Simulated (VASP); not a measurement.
Ti7Mo:

```
CELL_PARAMETERS angstrom
6.53021 0.00000 0.00000
0.00000 6.53021 0.00000
0.00000 0.00000 6.53021
ATOMIC_POSITIONS crystal
Mo 0.00000 0.00000 0.00000
Mo 0.25000 0.25000 0.25000
Ti 0.50000 0.00000 0.00000
Ti 0.00000 0.50000 0.00000
Ti 0.00000 0.00000 0.50000
Ti 0.50000 0.50000 0.00000
Ti 0.50000 0.00000 0.50000
Ti 0.75000 0.25000 0.25000
Ti 0.00000 0.50000 0.50000
Ti 0.25000 0.75000 0.25000
Ti 0.25000 0.25000 0.75000
Ti 0.50000 0.50000 0.50000
Ti 0.75000 0.75000 0.25000
Ti 0.75000 0.25000 0.75000
Ti 0.25000 0.75000 0.75000
Ti 0.75000 0.75000 0.75000
```

The cell was built by a generator and needn't be a form met in nature.

* Program: VASP 6.6.1
* Task: relaxation of cell and atoms
* Functional: LDA
* Potentials or basis: VASP PAW LDA potentials, release 64 (Mo_sv, Ti_sv)
* Cutoff: 600 eV
* k mesh: 6 × 6 × 6
* Occupations: methfessel-paxton, width 0.1 eV
* Spin: no spin polarisation

At the start: pressure -13.0 GPa; volume 17.40 Å³/atom.

**Question.** How do energy, volume and symmetry change on relaxing?

**Answer.** Over 26 steps the energy falls by 112.2 meV/atom and the volume is 15.73 Å³/atom (-9.6 %); space group R-3m (No. 166, to 0.05 Å).

Step by step:
| step | energy change (eV) | largest force (eV/Å) | pressure (GPa) | volume (Å³) |
| --- | --- | --- | --- | --- |
| 1 | 0.0000 | 0.6598 | -12.99 | 278.47 |
| 2 | -0.4025 | 0.3355 | 16.57 | 225.38 |
| 3 | -1.4472 | 0.5541 | 0.39 | 248.01 |
| 4 | -1.4476 | 0.5506 | 0.72 | 247.43 |
| 5 | -1.5974 | 0.3919 | 0.82 | 247.85 |
| 6 | -1.7345 | 0.3453 | 1.42 | 248.73 |
| 7 | -1.7459 | 0.1607 | -2.03 | 255.35 |
| 8 | -1.7598 | 0.2333 | -0.63 | 252.51 |
| 9 | -1.7774 | 0.1099 | -0.29 | 252.05 |
| 10 | -1.7805 | 0.1197 | -0.02 | 251.72 |
| 11 | -1.7805 | 0.1159 | -0.02 | 251.76 |
| 12 | -1.7846 | 0.1094 | 0.06 | 251.57 |
| 13 | -1.7881 | 0.0929 | 0.29 | 251.16 |
| 14 | -1.7897 | 0.0526 | -0.27 | 252.15 |
| 15 | -1.7897 | 0.0583 | -0.20 | 252.01 |
| 16 | -1.7916 | 0.0378 | -0.12 | 251.85 |
| 17 | -1.7927 | 0.0388 | 0.05 | 251.53 |
| 18 | -1.7927 | 0.0379 | 0.04 | 251.59 |
| 19 | -1.7935 | 0.0269 | -0.02 | 251.72 |
| 20 | -1.7937 | 0.0280 | -0.15 | 252.04 |
| 21 | -1.7939 | 0.0213 | -0.13 | 251.93 |
| 22 | -1.7940 | 0.0287 | 0.19 | 251.41 |
| 23 | -1.7941 | 0.0247 | 0.06 | 251.64 |
| 24 | -1.7944 | 0.0160 | 0.03 | 251.69 |
| 25 | -1.7947 | 0.0111 | -0.01 | 251.79 |
| 26 | -1.7948 | 0.0049 | -0.02 | 251.75 |

Final structure:
```cif
data_structure
_symmetry_space_group_name_H-M 'P 1'
_symmetry_Int_Tables_number 1
_cell_length_a 6.3150
_cell_length_b 6.3150
_cell_length_c 6.3150
_cell_angle_alpha 89.107
_cell_angle_beta 89.107
_cell_angle_gamma 89.107
_cell_volume 251.75
loop_
_atom_site_label
_atom_site_type_symbol
_atom_site_fract_x
_atom_site_fract_y
_atom_site_fract_z
_atom_site_occupancy
Mo1 Mo 0.99922 0.99922 0.99922 1
Mo2 Mo 0.25078 0.25078 0.25078 1
Ti1 Ti 0.49396 0.01323 0.01323 1
Ti2 Ti 0.01323 0.49396 0.01323 1
Ti3 Ti 0.01323 0.01323 0.49396 1
Ti4 Ti 0.48852 0.48852 0.00658 1
Ti5 Ti 0.48852 0.00658 0.48852 1
Ti6 Ti 0.75604 0.23677 0.23677 1
Ti7 Ti 0.00658 0.48852 0.48852 1
Ti8 Ti 0.23677 0.75604 0.23677 1
Ti9 Ti 0.23677 0.23677 0.75604 1
Ti10 Ti 0.49919 0.49919 0.49919 1
Ti11 Ti 0.76148 0.76148 0.24342 1
Ti12 Ti 0.76148 0.24342 0.76148 1
Ti13 Ti 0.24342 0.76148 0.76148 1
Ti14 Ti 0.75081 0.75081 0.75081 1
```
